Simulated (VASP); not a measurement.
Set up this calculation in VASP 6.6.1, as the native input.

* Task: core levels
* Functional: PBEsol
* Potentials or basis: VASP PAW PBE potentials, release 64 (Sn_d, Te)
* Cutoff: 520 eV
* k mesh: 4 × 4 × 4
* Occupations: methfessel-paxton, width 0.1 eV
* Spin: no spin polarisation
* Further INCAR settings: ALGO = Normal; EDIFF = 1e-06

The structure of SnTe lies in POSCAR:

```
SnTe
1.0
    0.0000000000      6.3017000000      6.3017000000
    6.3017000000      0.0000000000      6.3017000000
    6.3017000000      6.3017000000      0.0000000000
Sn Te
8 8
Direct
    0.0000000000      0.0000000000      0.0000000000
    0.0000000000      0.0000000000      0.5000000000
    0.0000000000      0.5000000000      0.0000000000
    0.0000000000      0.5000000000      0.5000000000
    0.5000000000      0.0000000000      0.0000000000
    0.5000000000      0.0000000000      0.5000000000
    0.5000000000      0.5000000000      0.0000000000
    0.5000000000      0.5000000000      0.5000000000
    0.2500000000      0.2500000000      0.2500000000
    0.2500000000      0.2500000000      0.7500000000
    0.2500000000      0.7500000000      0.2500000000
    0.2500000000      0.7500000000      0.7500000000
    0.7500000000      0.2500000000      0.2500000000
    0.7500000000      0.2500000000      0.7500000000
    0.7500000000      0.7500000000      0.2500000000
    0.7500000000      0.7500000000      0.7500000000
```

One way to write it, as run:

INCAR

```
SYSTEM = SnTe
  ALGO = Normal
  EDIFF = 1E-6
  ENCUT = 520
  GGA = PS
  ICORELEVEL = 1
  ISIF = 2
  ISMEAR = 1
  LASPH = .True.
  LCHARG = .False.
  LREAL = .False.
  LWAVE = .False.
  NELM = 80
  PREC = Accurate
  SIGMA = 0.1
```

KPOINTS

```
k-points
0
Gamma
  4 4 4
  0 0 0
```

Potentials or basis: VASP PAW PBE potentials, release 64 (Sn_d, Te).

Command:

```bash
$ cat potpaw_PBE.64/Sn_d/POTCAR potpaw_PBE.64/Te/POTCAR > POTCAR
$ mpirun -np 1 vasp_std > vasp.out
```

Results of the run:

The pressure is -0.3 GPa and the band gap on the k mesh is 0.14 eV.

Caveat: the PAW data sets were made with another functional, which shifts forces and pressure a little; spin-orbit coupling is left out, which moves the levels of the heavy elements.

Run time: 19 min on 1 thread of AMD EPYC 7R43 64-Core Processor (Zen 3), on a shared host, peak memory 0.77 GiB.
